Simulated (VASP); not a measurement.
Energy against volume of HfC (rock salt). Level of theory: LDA (Ceperley-Alder, Perdew-Zunger), VASP's LDA PAW potentials (set 64) (plane waves; VASP). Run with 520 eV cut-off, 14×14×14 Γ-centred mesh, first-order Methfessel-Paxton smearing of 0.10 eV, potentials Hf_pv C.

| V (Å³/atom) | E (eV/atom) |
|---|---|
| 11.267 | -11.40786 |
| 11.627 | -11.43802 |
| 11.986 | -11.44725 |
| 12.346 | -11.43851 |

Fit these four points and predict the energy of the run at 12.706 Å³/atom.

A cubic in V^(−2/3), the third-order Birch-Murnaghan form, passes through the four points with V0 = 11.98 Å³/atom and B0 = 267 GPa, and gives -11.4143 eV/atom there. The run gave -11.4143 eV/atom, -0.0 meV/atom from the fit; all five points give B0 = 267 GPa.

The compound is HfC in the rock salt structure. It was relaxed first.
